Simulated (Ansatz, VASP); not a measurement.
# LaN: VASP beside Ansatz

Wanted: the spread between two codes on one cell, functional and k mesh. Other levels of theory on this material are compared in a session of their own.

Calculated with Ansatz 0.2.0; plane waves, with VASP 6.6.1 beside it; band structure at r2SCAN.

## (1) The starting structure

Symmetry: P6_3mc, No. 186, hexagonal system. Conventional cell: a = 4.136 Å, b = 4.136 Å, c = 5.923 Å, α = 90.00°, β = 90.00°, γ = 120.00°. La has 4 N at 2.44 to 2.46 Å nearest. N has 4 La at 2.44 to 2.46 Å nearest. Farther neighbours and most contacts between anions are not listed.

## (2) Ansatz: band structure, r2SCAN

Ansatz runs on its default PAW (the set named soft_2) files.

The same path points are solved in both programs, so levels can be compared one by one.

Input file input.yaml:

```yaml
crystal:
  lattice:
    - [4.136222531, 0.0, 0.0]
    - [-2.0681112655, 3.5820737876, 0.0]
    - [0.0, 0.0, 5.9225931]
  atoms:
    - { symbol: La, position: [0.33333333, 0.66666667, 0.99754766] }
    - { symbol: La, position: [0.66666667, 0.33333333, 0.49754766] }
    - { symbol: "N", position: [0.33333333, 0.66666667, 0.41245234] }
    - { symbol: "N", position: [0.66666667, 0.33333333, 0.91245234] }
hamiltonian:
  xc: r2scan
  pseudopotentials: { kind: paw }
kpoints:
  mp_grid: { grid: [6, 6, 4] }
  band_path:
    path:
      - [0.0, 0.0, 0.0]
      - [0.13333, 0.0, 0.0]
      - [0.3, 0.0, 0.0]
      - [0.46667, 0.0, 0.0]
      - [0.46667, 0.06667, 0.0]
      - [0.41111, 0.17778, 0.0]
      - [0.35556, 0.28889, 0.0]
      - [0.33333, 0.33333, 0.0]
      - [0.28889, 0.28889, 0.0]
      - [0.17778, 0.17778, 0.0]
      - [0.06667, 0.06667, 0.0]
      - [0.0, 0.0, 0.03333]
      - [0.0, 0.0, 0.2]
      - [0.0, 0.0, 0.36667]
      - [0.0, 0.0, 0.5]
      - [0.16667, 0.0, 0.5]
      - [0.3, 0.0, 0.5]
      - [0.46667, 0.0, 0.5]
      - [0.46667, 0.06667, 0.5]
      - [0.41111, 0.17778, 0.5]
      - [0.35556, 0.28889, 0.5]
      - [0.28889, 0.28889, 0.5]
      - [0.17778, 0.17778, 0.5]
      - [0.06667, 0.06667, 0.5]
      - [0.5, 0.0, 0.46667]
      - [0.5, 0.0, 0.3]
      - [0.5, 0.0, 0.13333]
      - [0.33333, 0.33333, 0.0]
      - [0.33333, 0.33333, 0.16667]
      - [0.33333, 0.33333, 0.33333]
      - [0.33333, 0.33333, 0.5]
    npoints: 1
scf:
  occupations: { method: fermi_dirac, width: 0.05 }
  n_extra_bands: 8
output:
  forces: true
  stress: true
  eigenvalues: true
```

Started as:

```console
ansatz run input.yaml --threads 2 --pin off --max-ram 4608MiB --backend cpu --events-out ev --progress --plain --runs-dir out
```

Numbers of over 12 decimals in the logs are rounded to 6 here.

Log:

```text
scf.n_extra_bands = 8 over 16 filled bands (N_el = 32.0): the run solves 24 bands
Engine: ansatz 0.2.0, aarch64-unknown-linux-gnu
Pseudopotentials: kind: paw
Pseudopotential: La, paw, valence charge 11, recommended cutoff 500 eV (meta_gga), La.paw.azcp
Pseudopotential: N, paw, valence charge 5, recommended cutoff 500 eV (meta_gga), N.paw.azcp
Functional definition: r2SCAN
  parameter k0 = 0.174
  parameter k1 = 0.065
  parameter a1 = 4.9479
  exchange = r2scan_x(k0 = k0, k1 = k1, a1 = a1)
  correlation = r2scan_c
Crystal: 4 atoms, lattice volume = 87.751 Å³
Basis set: ecut = 500 eV, 2235 PW (Γ), exchange–correlation on 128×128×180 points (64 copies of the dense FFT grid, shifted against one another)
Bands: 24, of which v1, the nominal top of the filled ones, is band 16 counted from 1 (15 counted from 0)
Symmetry: 12 space group operations
Space group: P63mc (ITA 186), of the structure as read, at distance tolerance 4.4e-5 Å
k-points: 21 of 144 (time reversal used)
Non-local potential: La, projectors of the file, l = 0: 3, l = 1: 2, l = 2: 2, l = 3: 3
Non-local potential: N, projectors of the file, l = 0: 2, l = 1: 2, l = 2: 1
PAW form: soft (Blöchl's): semilocal exchange-correlation on the pseudo side does not see the compensation charge
PAW frozen core: La, regenerated for the run's functional (the file was generated under x = pbe(κ = 0.804, μ = 0.219515), c = pbe(β = 0.066725))
PAW frozen core: N, regenerated for the run's functional (the file was generated under x = pbe(κ = 0.804, μ = 0.219515), c = pbe(β = 0.066725))
PAW one-centre angular grid: La, 974 points (default); XC on 160 Gauss nodes
PAW one-centre angular grid: N, 302 points (default); XC on 160 Gauss nodes
Initial density: superposition of atomic densities (neutral atoms: chi_scale 0, normalization atom), corrected by the library's trained network
Initial wavefunctions: pseudopotential atomic-orbital guess
Functional: x = r2scan, c = r2scan; τ floored in thin density (d = 2e-4 eV/Å³)
SCF iter   1: F=—  HF=-13304.896607 eV  |F-HF|=—  |Δ(HF+E_count)|=         —  Δρ=1.17e-2  dr2=1.88e-1  dr2_τ=1.62e-1  ethr=1.77e-3  ⟨swp⟩=6.0  Hψ=2452  notcnv=0
preconditioner: auto → Resta (q_TF=auto, 2.306 Å⁻¹)  ε∞=3.6  [insulator: Δε(μ)=1.551 eV  Ē_g=12.905 eV  σ=0.050 eV  W_gap=1.00  n_scr=22 (ndim 8)  ℏωp=21.0 eV  f_vac=0.004  D(μ)=0.00/eV (n_scr^D=0)  ε∞_Penn≈3.6]
SCF iter   2: F=—  HF=-13304.998109 eV  |F-HF|=—  |Δ(HF+E_count)|=   1.02e-1  Δρ=6.42e-3  dr2=1.95e-2  dr2_τ=7.72e-3  ethr=5.86e-4  ⟨swp⟩=4.0  Hψ=1210  notcnv=0  defer=63
SCF iter   3: F=—  HF=-13304.995129 eV  |F-HF|=—  |Δ(HF+E_count)|=   2.98e-3  Δρ=2.41e-3  dr2=4.99e-3  dr2_τ=5.50e-4  ethr=6.09e-5  ⟨swp⟩=3.1  Hψ=821  notcnv=0  defer=63
SCF iter   4: F=—  HF=-13304.994696 eV  |F-HF|=—  |Δ(HF+E_count)|=   4.34e-4  Δρ=6.99e-4  dr2=2.68e-4  dr2_τ=3.02e-5  ethr=1.56e-5  ⟨swp⟩=3.2  Hψ=883  notcnv=0  defer=63
SCF iter   5: F=—  HF=-13304.994774 eV  |F-HF|=—  |Δ(HF+E_count)|=   7.80e-5  Δρ=1.89e-4  dr2=4.65e-5  dr2_τ=2.34e-6  ethr=8.39e-7  ⟨swp⟩=2.2  Hψ=882  notcnv=0  defer=63
SCF iter   6: F=—  HF=-13304.994774 eV  |F-HF|=—  |Δ(HF+E_count)|=   6.31e-7  Δρ=2.53e-5  dr2=6.31e-7  dr2_τ=1.35e-8  ethr=1.45e-7  ⟨swp⟩=2.0  Hψ=670  notcnv=0  defer=63
SCF iter   7: F=-13304.994774 eV  HF=-13304.994774 eV  |F-HF|=1.50e-8  |Δ(HF+E_count)|=   2.91e-7  Δρ=4.54e-6  dr2=3.01e-8  dr2_τ=2.06e-9  ethr=3.13e-10  ⟨swp⟩=13.1  Hψ=3112  notcnv=0
SCF 1 converged in 7 iterations: F = -13304.994774 eV  dr2 = 3.01e-8
  greatest PAW one-centre occupation: 0.967 electrons in one spin orbital (limit 2), on the La atom at site 1 (counted from 0), in its partial waves of l = 0
NSCF: frozen V_eff on 31 k-points
SCF converged after 7 iterations
Free energy (F): -13304.994774 eV
Harris-Foulkes:  -13304.994774 eV  (|F-HF|=1.50e-8)
Internal energy: -13304.994774 eV  (E = F + TS)
E sigma→0 (E₀):  -13304.994774 eV
Entropy (-TS):   -0.000000 eV (-0.000 meV/atom)
Fermi energy:    10.218194 eV
--- Per-component energies (eV) ---
  E_band       = -79.562330
  E_kinetic    = 644.949238
  E_local      = -1155.878179  (includes V_loc(G=0)·N_el)
  E_nonlocal   = 278.788447
  E_hartree    = 391.214309
  E_xc         = -385.405404
  E_vxc        = -492.957055  (∫ρ·V_xc dr)
  E_paw        = -11132.133855  (= ΣΔE_a)
  E_vpaw       = -163.569824  (= ΣTr[D̂ρ^β])
  E_aug_tail   = 0.000035  (compensation charges beyond the density's cutoff)
  E_vtau       = 26.672889  (kinetic-family band-sum trace: ∫τ·v_τ [+ j·A + Jᵃ·Aᵃ] dr)
  E_ewald      = -1946.607261
  E_core_change = 0.077896  (= ΣΔE_core)
  E_smearing   = -0.000000  (= −TS)
  E_closure    = 0.000000  (closes the sum)
  Σ components = -13304.994774   (vs F -13304.994774, Δ=0.00e0)
--- Forces (eV/Å), atoms counted from 1 ---
  atom   1  La     0.00000000     0.00000000    -0.02311618
  atom   2  La    -0.00000000     0.00000000    -0.02311618
  atom   3  N      0.00000000     0.00000000     0.02310036
  atom   4  N     -0.00000000    -0.00000000     0.02310036
  max |Σ_I F_I| component: 3.16e-5 eV/Å
--- Stress (GPa, compression-positive) ---
        0.226503       0.000000       0.000000
        0.000000       0.226503      -0.000000
        0.000000      -0.000000       0.107150
  P = ⅓ Tr σ = 0.1867 GPa (1.867 kbar)
--- Band table (eV; the first three rows and the last of 21) ---
  k-point 0: bands = [... 12 lower, 7.6924, 7.6924, 7.8873, 8.9834, 10.9108, 12.6290, 12.6290, 13.0280, ... 4 higher]
  k-point 1: bands = [... 12 lower, 7.5199, 7.5519, 7.5519, 8.3466, 11.3953, 12.7322, 12.8912, 12.8912, ... 4 higher]
  k-point 2: bands = [... 12 lower, 7.2778, 7.2778, 7.5118, 7.5118, 12.1126, 12.1126, 13.2807, 13.2807, ... 4 higher]
  k-point 20: bands = [... 12 lower, 8.0555, 8.0555, 8.6472, 8.6472, 11.7338, 11.7338, 13.3113, 13.3113, ... 4 higher]
```

Elapsed: 17 s, on 2 threads of Arm Neoverse N1, shared host; peak memory 0.49 GiB; 34 s of CPU time.

Reading the cycles: dr2 is the Hartree energy of the density residual (eV), the measure of convergence; HF is the Harris–Foulkes estimate of the energy, which meets the free energy F at convergence.

## (3) VASP: band structure, r2SCAN

The same cell, functional, mesh and smearing now go to VASP, with its own data sets and cutoff.

Lines of VASP's logs that name or quote its potential files are left out, and so is its time.

Input file INCAR:

```
SYSTEM = LaN
PREC = Accurate
ENCUT = 520
EDIFF = 1E-06
NELM = 100
ISMEAR = -1
SIGMA = 0.05
LREAL = .FALSE.
ALGO = Normal
METAGGA = R2SCAN
LASPH = .TRUE.
NBANDS = 30
LORBIT = 11
LWAVE = .FALSE.
LCHARG = .FALSE.
KPAR = 4
```

Input file POSCAR:

```
LaN
1.0
    4.1362225310      0.0000000000      0.0000000000
   -2.0681112655      3.5820737876      0.0000000000
    0.0000000000      0.0000000000      5.9225931000
La N
2 2
Direct
    0.3333333300      0.6666666700      0.9975476600
    0.6666666700      0.3333333300      0.4975476600
    0.3333333300      0.6666666700      0.4124523400
    0.6666666700      0.3333333300      0.9124523400
```

Input file KPOINTS:

```
Automatic mesh
0
Gamma
6 6 4
0 0 0
```

Input file KPOINTS_OPT:

```
Line mode
16
Line-mode
Reciprocal
  0.00000000   0.00000000   0.00000000 GAMMA
  0.50000000   0.00000000   0.00000000 M

  0.50000000   0.00000000   0.00000000 M
  0.33333333   0.33333333   0.00000000 K

  0.33333333   0.33333333   0.00000000 K
  0.00000000   0.00000000   0.00000000 GAMMA

  0.00000000   0.00000000   0.00000000 GAMMA
  0.00000000   0.00000000   0.50000000 A

  0.00000000   0.00000000   0.50000000 A
  0.50000000   0.00000000   0.50000000 L

  0.50000000   0.00000000   0.50000000 L
  0.33333333   0.33333333   0.50000000 H

  0.33333333   0.33333333   0.50000000 H
  0.00000000   0.00000000   0.50000000 A

  0.50000000   0.00000000   0.50000000 L
  0.50000000   0.00000000   0.00000000 M

  0.33333333   0.33333333   0.00000000 K
  0.33333333   0.33333333   0.50000000 H
```

Potentials, in the order of the species: La and N (PBE family, release 64).

Started as:

```console
mpirun -np 4 vasp_std
```

Log:

```text
[banner, memory and clock lines left out]
running    4 mpi-ranks, on    1 nodes
 distrk:  each k-point on    1 cores,    4 groups
 distr:  one band on    1 cores,    1 groups

 POSCAR found type information on POSCAR LaN
 POSCAR found :  2 types and       4 ions
|                                                                             |
|               ----> ADVICE to this user running VASP <----                  |
|                                                                             |
|     You enforced a specific xc type in the INCAR file but a different       |
|     [... a line on the potential file left out ...]
|     I HOPE YOU KNOW WHAT YOU ARE DOING!                                     |
|                                                                             |

 LDA part: xc-table for (None), standard interpolation
 POSCAR, INCAR and KPOINTS ok, starting setup
 FFT: planning ... GRIDC
 FFT: planning ... GRID_SOFT
 FFT: planning ... GRID
 WAVECAR not read
 entering main loop
       N       E                     dE             d eps       ncg     rms          rms(c)
DAV:   1     0.332599053089E+03    0.33260E+03   -0.11785E+04  1276   0.160E+03
DAV:   2    -0.174553093590E+02   -0.35005E+03   -0.31305E+03  1636   0.282E+02
DAV:   3    -0.951239975536E+02   -0.77669E+02   -0.72945E+02  1832   0.171E+02
DAV:   4    -0.100598232505E+03   -0.54742E+01   -0.54163E+01  2286   0.439E+01
DAV:   5    -0.101056228269E+03   -0.45800E+00   -0.45742E+00  2312   0.125E+01    0.140E+01
DAV:   6    -0.833941956998E+02    0.17662E+02   -0.38184E+01  2208   0.285E+01    0.555E+00
DAV:   7    -0.839639056350E+02   -0.56971E+00   -0.24790E+00  2010   0.120E+01    0.381E+00
DAV:   8    -0.840426420756E+02   -0.78736E-01   -0.13846E+00  2512   0.759E+00    0.163E+00
DAV:   9    -0.839835189554E+02    0.59123E-01   -0.52727E-01  2312   0.333E+00    0.461E-01
DAV:  10    -0.839886996411E+02   -0.51807E-02   -0.65480E-02  2184   0.128E+00    0.445E-01
DAV:  11    -0.839834889649E+02    0.52107E-02   -0.20665E-02  2400   0.881E-01    0.100E-01
DAV:  12    -0.839839472891E+02   -0.45832E-03   -0.70884E-03  2120   0.368E-01    0.116E-01
DAV:  13    -0.839837258550E+02    0.22143E-03   -0.13394E-03  2342   0.223E-01    0.350E-02
DAV:  14    -0.839837189011E+02    0.69540E-05   -0.11769E-04  2344   0.573E-02    0.957E-03
DAV:  15    -0.839837189289E+02   -0.27851E-07   -0.81750E-06  2316   0.156E-02
   1 F= -.83983719E+02 E0= -.83983719E+02  d E =-.143292E-07
 Start KPOINTS_OPT (optional k-point list driver)
k-point batch [1-21\144]
       N       E                     dE             ncg
DAV:   1     0.461744596023E+04   -0.75649E+04     1300
DAV:   2    -0.244087871533E+04   -0.70583E+04     1636
DAV:   3    -0.367250308820E+04   -0.12316E+04     1952
DAV:   4    -0.377317775310E+04   -0.10067E+03     2370
DAV:   5    -0.378146041115E+04   -0.82827E+01     2186
DAV:   6    -0.378247475223E+04   -0.10143E+01     2330
DAV:   7    -0.378253155931E+04   -0.56807E-01     2208
DAV:   8    -0.378253702261E+04   -0.54633E-02     2298
DAV:   9    -0.378253746070E+04   -0.43809E-03     2266
DAV:  10    -0.378253751106E+04   -0.50358E-04     2248
DAV:  11    -0.378253751469E+04   -0.36306E-05     1800
DAV:  12    -0.378253751493E+04   -0.24296E-06     1512
[...]
k-point batch [127-144\144]
       N       E                     dE             ncg
DAV:   1     0.656528405093E+04   -0.14743E+05     1112
DAV:   2     0.571266683476E+03   -0.59940E+04     1460
DAV:   3    -0.490058503071E+03   -0.10613E+04     1558
DAV:   4    -0.575167366127E+03   -0.85109E+02     2016
DAV:   5    -0.581147810867E+03   -0.59804E+01     1904
DAV:   6    -0.581874415972E+03   -0.72661E+00     2096
DAV:   7    -0.581909744104E+03   -0.35328E-01     1824
DAV:   8    -0.581914904315E+03   -0.51602E-02     2088
DAV:   9    -0.581915165628E+03   -0.26131E-03     1808
DAV:  10    -0.581915204167E+03   -0.38538E-04     1944
DAV:  11    -0.581915206741E+03   -0.25738E-05     1488
DAV:  12    -0.581915206939E+03   -0.19867E-06     1296
```

Parts of OUTCAR (step 3):

```text
ion  position               nearest neighbor table
   1  0.333  0.667  0.998-   4 2.44   4 2.44   4 2.44   3 2.46
   2  0.667  0.333  0.498-   3 2.44   3 2.44   3 2.44   4 2.46
   3  0.333  0.667  0.412-   2 2.44   2 2.44   2 2.44   1 2.46
   4  0.667  0.333  0.912-   1 2.44   1 2.44   1 2.44   2 2.46

  LATTYP: Found a hexagonal cell.
 ALAT       =     4.1362225310
 C/A-ratio  =     1.4318845409

 Subroutine GETGRP returns: Found 12 space group operations
 (whereof  6 operations were pure point group operations)

The static configuration has the point symmetry C_3v.
 The point group associated with its full space group is C_6v.

 Found     21 irreducible k-points:

   k-points           NKPTS =     21   k-points in BZ     NKDIM =     21   number of bands    NBANDS=     30

   dimension x,y,z NGX =    32 NGY =   32 NGZ =   48
   dimension x,y,z NGXF=    64 NGYF=   64 NGZF=   96

   ENCUT  =  520.0 eV  38.22 Ry    6.18 a.u.   7.69  7.69 11.01*2*pi/ulx,y,z

   NELECT =      32.0000    total number of electrons

 k-points in reciprocal lattice and weights: Automatic mesh
   0.00000000  0.00000000  0.00000000       0.007
   0.16666667  0.00000000  0.00000000       0.042
   0.33333333  0.00000000  0.00000000       0.042
   0.50000000  0.00000000  0.00000000       0.021
   0.16666667  0.16666667  0.00000000       0.042
   0.33333333  0.16666667  0.00000000       0.083
   0.33333333  0.33333333  0.00000000       0.014
   0.00000000  0.00000000  0.25000000       0.014
   0.16666667  0.00000000  0.25000000       0.083
[...]
0.33333333  0.16666667  0.50000000       0.083
   0.33333333  0.33333333  0.50000000       0.014

 average (electrostatic) potential at core
       1-101.7107       2-101.7107       3 -63.2006       4 -63.2006

 E-fermi :   7.0444

 k-point     1 :       0.0000    0.0000    0.0000
  band No.  band energies     occupation
    ...
     12       3.8578      2.00000
     13       4.5252      2.00000
     14       4.5252      2.00000
     15       4.7254      2.00000
     16       5.7942      2.00000
     17       7.7570      0.00000
     18       9.4774      0.00000
     19       9.4774      0.00000
     20       9.8986      0.00000
     21       9.9201      0.00000
    ...

 k-point     2 :       0.1667    0.0000    0.0000
  band No.  band energies     occupation
    ...
     12       4.1093      2.00000
     13       4.5371      2.00000
     14       4.8172      2.00000
     15       4.8456      2.00000
     16       5.6875      2.00000
     17       8.3435      0.00000
     18       8.9432      0.00000
     19       9.2978      0.00000
     20       9.7434      0.00000
     21      10.2154      0.00000
    ...

 k-point     3 :       0.3333    0.0000    0.0000
  band No.  band energies     occupation
    ...
     12       4.5533      2.00000
     13       4.6149      2.00000
     14       5.1732      2.00000
     15       5.5447      2.00000
     16       5.5592      2.00000
     17       8.1791      0.00000
     18       9.2992      0.00000
     19       9.3050      0.00000
     20       9.6365      0.00000
     21      10.3271      0.00000
    ...

  Total       -0.0245695     -0.0245695     -0.1045493      0.0000000      0.0000000      0.0000000
  in kB       -0.4485981     -0.4485981     -1.9088927      0.0000000      0.0000000      0.0000000
  external PRESSURE =      -0.9353630 kB  Pullay stress =       0.0000000 kB

  energy-cutoff  :      520.00
  volume of cell :       87.75
      direct lattice vectors                 reciprocal lattice vectors
     4.136222531  0.000000000  0.000000000     0.241766489  0.139583948  0.000000000
    -2.068111265  3.582073788  0.000000000     0.000000000  0.279167895  0.000000000
     0.000000000  0.000000000  5.922593100     0.000000000  0.000000000  0.168844961

 POSITION                                       TOTAL-FORCE (eV/Angst)
 -----------------------------------------------------------------------------------
     -0.00000      2.38805      5.90807         0.000000      0.000000     -0.021263
      2.06811      1.19402      2.94677        -0.000000     -0.000000     -0.021263
     -0.00000      2.38805      2.44279         0.000000      0.000000      0.021263
      2.06811      1.19402      5.40408        -0.000000     -0.000000      0.021263
 -----------------------------------------------------------------------------------
    total drift:                               -0.000031      0.000018      0.003324

  FREE ENERGIE OF THE ION-ELECTRON SYSTEM (eV)
  ---------------------------------------------------
  free  energy   TOTEN  =       -83.9837189289 eV

  energy  without entropy=      -83.9837189146  energy(sigma->0) =      -83.98371892

 total charge
# of ion       s       p       d       f       tot
--------------------------------------------------
    1        2.005   5.683   0.763   0.180   8.631
    2        2.005   5.683   0.763   0.180   8.631
    3        1.274   2.390   0.000   0.000   3.664
    4        1.274   2.390   0.000   0.000   3.664
--------------------------------------------------
tot          6.558  16.145   1.527   0.361  24.591

[... 3 further parts left out ...]
```

The run ends at a pressure of -0.09 GPa, with forces up to 0.021 eV/Å.

## (4) Comparison

Known differences besides the potentials themselves: VASP keeps PBE cores, Ansatz makes them for the functional; the cutoff is 500 eV in Ansatz and 520 eV in VASP. Total energies have different zeros and are not compared.

The two programs side by side:

```
                     quantity  Ansatz   VASP  difference
               pressure (GPa)    0.19  -0.09       +0.28
gap over the path points (eV)   1.425  1.467      -0.041
```

Levels at points of the path, from each program's valence-band top (eV; 4 filled, then empty):

```
k (reciprocal lattice)                                  Ansatz                                    VASP
     0.000 0.000 0.000  -1.79 -1.79 -1.60 -0.50 1.43 3.14 3.14  -1.77 -1.77 -1.56 -0.50 1.47 3.19 3.19
     0.133 0.000 0.000  -1.79 -1.58 -1.54 -0.57 1.84 2.74 3.01  -1.76 -1.56 -1.51 -0.57 1.88 2.78 3.05
     0.300 0.000 0.000  -1.77 -1.24 -0.90 -0.74 1.93 2.87 2.93  -1.74 -1.21 -0.88 -0.73 1.96 2.92 2.98
     0.467 0.000 0.000  -1.47 -0.87 -0.71 -0.36 1.89 2.70 3.18  -1.44 -0.84 -0.70 -0.34 1.93 2.74 3.22
     0.467 0.067 0.000  -1.48 -0.88 -0.76 -0.28 1.98 2.57 3.17  -1.45 -0.85 -0.75 -0.27 2.01 2.61 3.22
     0.411 0.178 0.000  -1.56 -1.00 -0.97 -0.10 2.18 2.25 3.16  -1.54 -0.97 -0.95 -0.09 2.22 2.29 3.20
     0.356 0.289 0.000  -1.44 -1.13 -1.12 -0.01 1.83 2.50 3.30  -1.41 -1.11 -1.10 -0.01 1.87 2.53 3.33
     0.333 0.333 0.000   -1.49 -1.14 -1.14 0.00 1.80 2.52 3.39   -1.46 -1.11 -1.11 0.00 1.83 2.56 3.43
     0.289 0.289 0.000  -1.42 -1.19 -1.05 -0.03 1.94 2.44 3.19  -1.39 -1.17 -1.03 -0.03 1.98 2.47 3.23
     0.178 0.178 0.000  -1.62 -1.47 -0.76 -0.75 2.22 2.40 2.90  -1.59 -1.44 -0.75 -0.73 2.26 2.44 2.95
```

Among the levels compared at these points, filled levels agree within 33 meV and empty ones within 72 meV.

## (5) Summary of results

* difference in gap over the path points (band structure, r2SCAN): -0.041 eV

What this shows: The difference in gap over the path points is -0.041 eV (band structure, r2SCAN), within the 0.08 eV picked in this series as the mark of a large difference. 4 further runs of this series are not shown here. How closely two codes agree says nothing of how well the functional describes the real material.

[Lines on the potential files, build, host, timing and source positions are cut from VASP's logs without a mark.]

[Logs are printed without paths, hosts, clocks, repeated set-up lines and the standing remarks that a program may print on its own settings, such as how far it seeks lower states.]

[Hosts, paths, dates, database ids (printed as entryN), source tags and the programs' standing remarks are cut or masked in the printed files.]
